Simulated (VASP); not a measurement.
The system is Si2W.

```
Si W
1.0
    -1.60690    1.60690    3.91495
     1.60690   -1.60690    3.91495
     1.60690    1.60690   -3.91495
Si W
2 1
Direct
  0.33470 0.33470 0.00000
  0.66530 0.66530 0.00000
  0.00000 0.00000 0.00000
```

```yaml
Program: VASP 6.6.1
Task: relaxation of cell and atoms
Functional: PBE
Dispersion: D3(BJ)
Potentials_or_basis: VASP PAW PBE potentials, release 64 (Si, W_sv)
Cutoff: 600 eV
k_mesh: 16 × 16 × 16
Occupations: methfessel-paxton, width 0.1 eV
Spin: no spin polarisation
```

At the start: pressure -3.7 GPa; volume 13.48 Å³/atom.

Problem. Where does the relaxation end?

Solution. Over 6 steps the energy falls by 2.7 meV/atom and the volume is 13.26 Å³/atom (-1.6 %); space group I4/mmm (No. 139, to 0.05 Å).

The path:
```csv
step,energy change (eV),largest force (eV/Å),pressure (GPa),volume (Å³)
1,0.0000,0.0642,-3.66,40.44
2,0.0168,0.1250,7.25,38.66
3,-0.0076,0.0867,0.06,39.79
4,-0.0081,0.0082,-0.03,39.78
5,-0.0081,0.0150,-0.02,39.78
6,-0.0081,0.0046,0.03,39.77
```

Final structure:
```
Si W
1.0
    -1.59685    1.59685    3.89913
     1.59685   -1.59685    3.89913
     1.59685    1.59685   -3.89913
Si W
2 1
Direct
  0.33401 0.33401 0.00000
  0.66599 0.66599 0.00000
  0.00000 0.00000 0.00000
```

Caveat: pairwise dispersion overbinds metals, which lowers pressure and volume.
